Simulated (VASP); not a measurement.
Computed with r2SCAN meta-GGA, VASP's PBE PAW potentials (set 64) (plane waves; VASP 6.6.1).

A VASP calculation is set up with these files.

KPOINTS:
```
K-points
0
gamma
 14 14 14
0 0 0
```

### KPOINTS_OPT
```
k-points along high-symmetry lines
10
Line-mode
Reciprocal
  0.000000   0.000000   0.000000 ! GAMMA
  0.500000   0.000000   0.500000 ! X

  0.500000   0.000000   0.500000 ! X
  0.625000   0.250000   0.625000 ! U

  0.375000   0.375000   0.750000 ! K
  0.000000   0.000000   0.000000 ! GAMMA

  0.000000   0.000000   0.000000 ! GAMMA
  0.500000   0.500000   0.500000 ! L

  0.500000   0.500000   0.500000 ! L
  0.500000   0.250000   0.750000 ! W

  0.500000   0.250000   0.750000 ! W
  0.500000   0.000000   0.500000 ! X
```

INCAR:
```
SYSTEM = RhSe
ISIF = 2   # forces and stress, cell fixed
LCHARG = .False.
NELM = 100   # most electronic steps
EDIFF = 1E-7   # SCF stop (eV)
ALGO = Normal   # blocked Davidson
LASPH = .True.   # aspherical one-centre terms
NEDOS = 601
PREC = Accurate
LMIXTAU = .True.
ENCUT = 400   # plane-wave cut-off (eV)
LORBIT = 11   # lm-projected
ISMEAR = -5   # tetrahedra, Bloechl
METAGGA = R2SCAN
LWAVE = .False.
LREAL = .False.   # projection in real space or not
LMAXMIX = 4
```

**POSCAR**
```
RhSe
2.5704040
  0.0000000000   1.0000000131   1.0000000131
  1.0000000131   0.0000000000   1.0000000131
  1.0000000131   1.0000000131   0.0000000000
Rh Se
1 1
Cartesian
  0.0000000000   0.0000000000   0.0000000000
  1.0000000131   1.0000000131   1.0000000131
```

POTCAR, in this order: Rh_pv Se (PBE.64 set). Program: vasp_std.

The resulting files:

**OUTCAR**
```
 ion  position               nearest neighbor table
   1  0.000  0.000  0.000-   2 2.57   2 2.57   2 2.57   2 2.57   2 2.57   2 2.57
   2  0.500  0.500  0.500-   1 2.57   1 2.57   1 2.57   1 2.57   1 2.57   1 2.57
  LATTYP: Found a face centered cubic cell.
 ALAT       =     5.1408080674
 Subroutine PRICEL returns:
 Original cell was already a primitive cell.
 Subroutine GETGRP returns: Found 48 space group operations
The static configuration has the point symmetry O_h .
The dynamic configuration has the point symmetry O_h .
 Subroutine INISYM returns: Found 48 space group operations
 Subroutine IBZKPT returns following result:
 Found    104 irreducible k-points:

 Following reciprocal coordinates:
            Coordinates               Weight
  0.000000  0.000000  0.000000      1.000000
  0.071429  0.000000  0.000000      8.000000
  0.142857  0.000000  0.000000      8.000000
  0.214286  0.000000  0.000000      8.000000
  0.285714  0.000000  0.000000      8.000000
  0.357143  0.000000  0.000000      8.000000
  0.428571  0.000000  0.000000      8.000000
  0.500000  0.000000  0.000000      4.000000
  0.071429  0.071429  0.000000      6.000000
  0.142857  0.071429  0.000000     24.000000
  0.214286  0.071429  0.000000     24.000000
  0.285714  0.071429  0.000000     24.000000
  0.357143  0.071429  0.000000     24.000000
  0.428571  0.071429  0.000000     24.000000
  0.500000  0.071429  0.000000     24.000000
 -0.428571  0.071429  0.000000     24.000000
 -0.357143  0.071429  0.000000     24.000000
 -0.285714  0.071429  0.000000     24.000000
 -0.214286  0.071429  0.000000     24.000000
 -0.142857  0.071429  0.000000     24.000000
 -0.071429  0.071429  0.000000     12.000000
  0.142857  0.142857  0.000000      6.000000
  0.214286  0.142857  0.000000     24.000000
  0.285714  0.142857  0.000000     24.000000
  0.357143  0.142857  0.000000     24.000000
  0.428571  0.142857  0.000000     24.000000
  0.500000  0.142857  0.000000     24.000000
 -0.428571  0.142857  0.000000     24.000000
 -0.357143  0.142857  0.000000     24.000000
 -0.285714  0.142857  0.000000     24.000000
 -0.214286  0.142857  0.000000     24.000000
 -0.142857  0.142857  0.000000     12.000000
  0.214286  0.214286  0.000000      6.000000
  0.285714  0.214286  0.000000     24.000000
  0.357143  0.214286  0.000000     24.000000
  0.428571  0.214286  0.000000     24.000000
  0.500000  0.214286  0.000000     24.000000
 -0.428571  0.214286  0.000000     24.000000
 -0.357143  0.214286  0.000000     24.000000
 -0.285714  0.214286  0.000000     24.000000
   k-points           NKPTS =    104   k-points in BZ     NKDIM =    104   number of bands    NBANDS=     14
   number of dos      NEDOS =    601   number of ions     NIONS =      2
   total plane-waves  NPLWV =  13824
   dimension x,y,z NGX =    24 NGY =   24 NGZ =   24
   dimension x,y,z NGXF=    48 NGYF=   48 NGZF=   48
   ions per type =               1   1
   PREC   = accura    normal or accurate (medium, high low for compatibility)
   ISTART =      0    job   : 0-new  1-cont  2-samecut
   ICHARG =      2    charge: 1-file 2-atom 10-const
   ISPIN  =      1    spin polarized calculation?
   LNONCOLLINEAR =      F non collinear calculations
   LSORBIT =      F    spin-orbit coupling
   INIWAV =      1    electr: 0-lowe 1-rand  2-diag
   ENCUT  =  400.0 eV  29.40 Ry    5.42 a.u.   5.93  5.93  5.93*2*pi/ulx,y,z
   NELM   =    100;   NELMIN=  2; NELMDL= -5     # of ELM steps
   EDIFF  = 0.1E-06   stopping-criterion for ELM
   LREAL  =      F    real-space projection
   NLSPLINE    = F    spline interpolate recip. space projectors
   LMAXMIX     =    4 max onsite mixed and CHGCAR
...
```

**OSZICAR**
```
       N       E                     dE             d eps       ncg     rms          rms(c)
DAV:   1     0.977192167261E+02    0.97719E+02   -0.10997E+04  3216   0.120E+03
DAV:   2    -0.407607272806E+02   -0.13848E+03   -0.13620E+03  3398   0.337E+02
DAV:   3    -0.440415589579E+02   -0.32808E+01   -0.32573E+01  3530   0.553E+01
DAV:   4    -0.440654983171E+02   -0.23939E-01   -0.23931E-01  3506   0.490E+00
DAV:   5    -0.440658567666E+02   -0.35845E-03   -0.35825E-03  3590   0.553E-01    0.109E+01
DAV:   6    -0.386935531446E+02    0.53723E+01   -0.54654E+00  2942   0.285E+01    0.574E+00
DAV:   7    -0.386108229122E+02    0.82730E-01   -0.65457E-01  2990   0.110E+01    0.370E+00
DAV:   8    -0.386611737832E+02   -0.50351E-01   -0.13127E-01  3014   0.383E+00    0.137E+00
DAV:   9    -0.386456769587E+02    0.15497E-01   -0.51132E-02  3044   0.284E+00    0.144E-01
DAV:  10    -0.386462780613E+02   -0.60110E-03   -0.43550E-03  3338   0.589E-01    0.100E-01
DAV:  11    -0.386469901684E+02   -0.71211E-03   -0.22439E-03  3110   0.477E-01    0.598E-02
DAV:  12    -0.386471282983E+02   -0.13813E-03   -0.81325E-04  3092   0.336E-01    0.207E-02
DAV:  13    -0.386472273781E+02   -0.99080E-04   -0.46540E-05  3170   0.752E-02    0.830E-03
DAV:  14    -0.386471955651E+02    0.31813E-04   -0.85804E-06  3392   0.305E-02    0.131E-03
DAV:  15    -0.386472079691E+02   -0.12404E-04   -0.52433E-07  3320   0.781E-03    0.846E-04
DAV:  16    -0.386471985361E+02    0.94330E-05   -0.34349E-07  2930   0.716E-03    0.527E-04
DAV:  17    -0.386472044434E+02   -0.59073E-05   -0.10946E-07  1636   0.364E-03    0.282E-04
DAV:  18    -0.386472042065E+02    0.23693E-06   -0.69363E-09  1552   0.109E-03    0.926E-05
DAV:  19    -0.386472047509E+02   -0.54447E-06   -0.47356E-09  1474   0.744E-04    0.454E-05
DAV:  20    -0.386472047069E+02    0.44019E-07   -0.45150E-10  1492   0.214E-04
   1 F= -.38647205E+02 E0= -.38647205E+02  d E =0.000000E+00
       N       E                     dE             ncg
```

### OUTCAR
```
------------------------ aborting loop because EDIFF is reached ----------------------------------------
  FORCE on cell =-STRESS in cart. coord.  units (eV):
  Direction    XX          YY          ZZ          XY          YZ          ZX
  --------------------------------------------------------------------------------------
  Total        0.0356002      0.0356002      0.0356002     -0.0000000      0.0000000      0.0000000
  in kB        1.6793008      1.6793008      1.6793008     -0.0000000      0.0000000      0.0000000
  external PRESSURE =       1.6793008 kB  Pullay stress =       0.0000000 kB
  volume of cell :       33.97
      direct lattice vectors                 reciprocal lattice vectors
     0.000000000  2.570404034  2.570404034    -0.194521948  0.194521948  0.194521948
     2.570404034  0.000000000  2.570404034     0.194521948 -0.194521948  0.194521948
     2.570404034  2.570404034  0.000000000     0.194521948  0.194521948 -0.194521948
 POSITION                                       TOTAL-FORCE (eV/Angst)
 -----------------------------------------------------------------------------------
      0.00000      0.00000      0.00000         0.000000     -0.000000      0.000000
      2.57040      2.57040      2.57040        -0.000000      0.000000     -0.000000
 -----------------------------------------------------------------------------------
    total drift:                                0.000000     -0.000000     -0.000000
  FREE ENERGIE OF THE ION-ELECTRON SYSTEM (eV)
  ---------------------------------------------------
  free  energy   TOTEN  =       -38.6472047069 eV

  energy  without entropy=      -38.6472047069  energy(sigma->0) =      -38.64720471

 total charge

# of ion       s       p       d       tot
------------------------------------------
    1        0.306   6.176   7.308  13.791
    2        1.447   2.342   0.094   3.883
--------------------------------------------------
tot          1.753   8.519   7.402  17.674
```
(Selected blocks of OUTCAR.)

For a metal the tetrahedron method with Blöchl corrections gives inexact stress and forces.

The structure was generated: RhSe was put into the rock salt type (Fm-3m), which need not be its known phase. It was relaxed first, which changed the volume by -25 %. The electron count is odd and the run is not spin-polarised, which forces a metal.
